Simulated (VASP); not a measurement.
# CO: relaxation of the atoms with PBE

The system is CO, in a box.

```xyz
2
Lattice="12.0000 0.0000 0.0000 0.0000 12.5000 0.0000 0.0000 0.0000 14.0000" Properties=species:S:1:pos:R:3 pbc="T T T"
C     6.0000    6.2000    6.0000
O     6.0000    6.2000    7.1400
```

- Program: VASP 6.6.1
- Task: relaxation of the atoms
- Functional: PBE
- Potentials or basis: VASP PAW PBE potentials, release 64 (C, O)
- Cutoff: 520 eV
- k mesh: 1 × 1 × 1
- Occupations: gaussian, width 0.01 eV
- Spin: no spin polarisation
- Dipole correction: no
- Further INCAR settings: ALGO = Normal; EDIFF = 1e-06; IBRION = 2; EDIFFG = -0.003; NSW = 100

The energy gained by relaxing is 0.3 meV/atom, the ionic steps are 3 and the gap between the frontier levels is 6.91 eV.

The path:
```tsv
step	energy change (eV)	largest force (eV/Å)	pressure (GPa)
1	0.0000	0.3725	0.01
2	0.0558	3.3130	-0.10
3	-0.0006	0.0010	0.00
```

Final structure:
```yaml
crystal:
  lattice:
    - [12.00000, 0.00000, 0.00000]
    - [0.00000, 12.50000, 0.00000]
    - [0.00000, 0.00000, 14.00000]
  atoms:
    - { symbol: C, position: [0.50000, 0.49600, 0.42846] }
    - { symbol: O, position: [0.50000, 0.49600, 0.51012] }
```

Levels at points of the mesh, in eV from the valence-band top:
| k point | band 3 | band 4 | band 5 | band 6 | band 7 | band 8 |
| --- | --- | --- | --- | --- | --- | --- |
| (0.00, 0.00, 0.00) | -2.68 | -2.68 | 0.00 | 6.91 | 6.91 | 8.85 |

Run time: 3.1 min on 1 thread of Intel(R) Xeon(R) 6975P-C (Granite Rapids) (shared host), peak memory 1.7 GiB.

Caveat: the standard files for N, O and F lose accuracy on very short bonds.
